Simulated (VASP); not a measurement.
Consider the following.

```yaml
crystal:
  lattice:
    - [0.00000, 3.13521, 3.13521]
    - [3.13521, 0.00000, 3.13521]
    - [3.13521, 3.13521, 0.00000]
  atoms:
    - { symbol: Sn, position: [0.00000, 0.00000, 0.00000] }
    - { symbol: Te, position: [0.50000, 0.50000, 0.50000] }
```

Computed with MS2 meta-GGA, VASP's PBE PAW potentials (set 64) (plane waves; VASP 6.6.1). Numerical set-up: 520 eV cut-off, 8×8×8 Γ-centred mesh, tetrahedra with Blöchl corrections, potentials Sn_d Te.

Unless said otherwise, spin-orbit coupling is left out, though it shifts the bands of the heavy elements here.

Problem. Give the energies of bands 7 to 13 at the high-symmetry points, in eV from the valence-band maximum.

Solution. 
```
band      Γ      X      U      L      W
----  -----  -----  -----  -----  -----
7     -4.43  -6.39  -7.45  -8.43  -7.39
8     -2.23  -5.79  -5.38  -1.88  -5.02
9     -2.23  -3.89  -3.38  -1.88  -5.02
10    -2.23  -3.89  -2.76   0.00  -0.80
11     3.41   2.02   3.08   0.24   0.86
12     3.41   5.07   3.11   0.32   4.58
13     3.41   5.07   4.19   0.32   4.58
```

The gap is indirect, 0.14 eV, from the valence maximum at L to the conduction minimum at L-W at 0.11.

The compound is SnTe in the rock salt structure, which distorts at low temperature. It was relaxed first.
